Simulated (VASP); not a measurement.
Input for VASP

INCAR:
```
SYSTEM = AsP
PREC = Accurate
ENCUT = 520
EDIFF = 1E-6
NELM = 60
ALGO = Normal
LREAL = .FALSE.
LASPH = .TRUE.
ISMEAR = 0
SIGMA = 0.05
GGA = PE
LMAXMIX = 4
LWAVE = .FALSE.
LCHARG = .FALSE.
ISIF = 2
```

POSCAR:
```
AsP
1
    0.0000000000     2.7771410000     2.7771410000
    2.7771410000     0.0000000000     2.7771410000
    2.7771410000     2.7771410000     0.0000000000
P As
1 1
Direct
  0.2500000000   0.2500000000   0.2500000000
  0.0000000000   0.0000000000   0.0000000000
```

### KPOINTS
```
Automatic mesh
0
Gamma
6 6 6
0 0 0
```

POTCAR, in this order: As P (PBE.64 set). Program: vasp_std.

Task: Does this input run properly? What does VASP do?

Result: There is a fault: POTCAR lists the elements in another order than POSCAR. The run ends without an error. Against the sound run, the pressure is nearly the same.

File standard output:
```
 POSCAR found type information on POSCAR P As
 POSCAR found :  2 types and       2 ions
 Reading from existing POTCAR
 Reading from existing POTCAR
 WARNING: type information on POSCAR and POTCAR are incompatible
 POTCAR overwrites the type information in POSCAR
 typ   1 type information:  P  As
 WARNING: type information on POSCAR and POTCAR are incompatible
 POTCAR overwrites the type information in POSCAR
 typ   2 type information:  As P
 LDA part: xc-table for (Slater+PW92), standard interpolation
 POSCAR, INCAR and KPOINTS ok, starting setup
 WAVECAR not read
 entering main loop
       N       E                     dE             d eps       ncg     rms          rms(c)
DAV:   1     0.242140382345E+02    0.24214E+02   -0.41047E+03   288   0.886E+02
DAV:   2    -0.768837510787E+01   -0.31902E+02   -0.31076E+02   442   0.122E+02
DAV:   3    -0.891406357087E+01   -0.12257E+01   -0.12208E+01   353   0.254E+01
DAV:   4    -0.892502663935E+01   -0.10963E-01   -0.10946E-01   389   0.251E+00
DAV:   5    -0.892506849109E+01   -0.41852E-04   -0.41848E-04   384   0.132E-01    0.643E+00
DAV:   6    -0.883804935271E+01    0.87019E-01   -0.21432E-01   304   0.219E+00    0.391E+00
DAV:   7    -0.881958162144E+01    0.18468E-01   -0.53227E-02   348   0.137E+00    0.103E+00
DAV:   8    -0.881843213665E+01    0.11495E-02   -0.56793E-03   363   0.414E-01    0.105E-01
DAV:   9    -0.881844219425E+01   -0.10058E-04   -0.46652E-04   311   0.165E-01    0.444E-02
DAV:  10    -0.881844329621E+01   -0.11020E-05   -0.41833E-05   349   0.431E-02    0.984E-03
DAV:  11    -0.881844574041E+01   -0.24442E-05   -0.94477E-06   332   0.184E-02    0.765E-03
DAV:  12    -0.881844603769E+01   -0.29728E-06   -0.17116E-06   214   0.929E-03
   1 F= -.88184460E+01 E0= -.88158102E+01  d E =-.527165E-02
```

OUTCAR:
```
------------------------ aborting loop because EDIFF is reached ----------------------------------------
  FORCE on cell =-STRESS in cart. coord.  units (eV):
  Direction    XX          YY          ZZ          XY          YZ          ZX
  --------------------------------------------------------------------------------------
  Total        3.0962243      3.0962243      3.0962243      0.0000000     -0.0000000      0.0000000
  in kB      115.8028404    115.8028404    115.8028404      0.0000000     -0.0000000      0.0000000
  external PRESSURE =     115.8028404 kB  Pullay stress =       0.0000000 kB
  volume of cell :       42.84
      direct lattice vectors                 reciprocal lattice vectors
     0.000000000  2.777141000  2.777141000    -0.180041273  0.180041273  0.180041273
     2.777141000  0.000000000  2.777141000     0.180041273 -0.180041273  0.180041273
     2.777141000  2.777141000  0.000000000     0.180041273  0.180041273 -0.180041273
 POSITION                                       TOTAL-FORCE (eV/Angst)
 -----------------------------------------------------------------------------------
      1.38857      1.38857      1.38857        -0.000000      0.000000      0.000000
      0.00000      0.00000      0.00000         0.000000     -0.000000     -0.000000
 -----------------------------------------------------------------------------------
    total drift:                                0.000000      0.000000      0.000000
  FREE ENERGIE OF THE ION-ELECTRON SYSTEM (eV)
  ---------------------------------------------------
  free  energy   TOTEN  =        -8.8184460377 eV

  energy  without entropy=       -8.8131743894  energy(sigma->0) =       -8.81581021
```
(Selected blocks of OUTCAR.)

To mend it, use POTCAR P As of the PBE.64 set.

The mended run (PBE GGA, plane waves, VASP's PBE PAW potentials (set 64)) converges, and its OSZICAR ends with
```
   1 F= -.88184460E+01 E0= -.88158102E+01  d E =-.527166E-02
```

The structure was generated: AsP was put into the zincblende type (F-43m), which need not be its known phase. The cell was not relaxed at this level.
